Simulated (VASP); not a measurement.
Input:

```xyz
2
Lattice="0.0000 3.0133 3.0133 3.0133 0.0000 3.0133 3.0133 3.0133 0.0000" Properties=species:S:1:pos:R:3 pbc="T T T"
K      0.0000     0.0000     0.0000
I      3.0133     3.0133     3.0133
```

Level of theory: PBE GGA, VASP's PBE PAW potentials (set 64) (plane waves; VASP 6.6.1). Numerical set-up: 500 eV cut-off, 8×8×8 Γ-centred mesh, Gaussian smearing of 0.050 eV, potentials K_sv I.

Unless said otherwise, spin-orbit coupling is left out, though it shifts the bands of the heavy elements here.

Q: Estimate the energy per atom (σ→0), pressure, band gap (on the k-mesh) with the smallest direct gap where there is one.

A: 
```yaml
band gap (on the k-mesh): 3.49 eV
smallest direct gap (on the k-mesh): 4.16 eV
energy per atom (σ→0): -2.066 eV/atom
pressure: 199.5 kbar
```

Only differences to runs with the same potentials and settings are physical.

The compound is KI in the rock salt structure. It was relaxed first under an external pressure of 20 GPa.
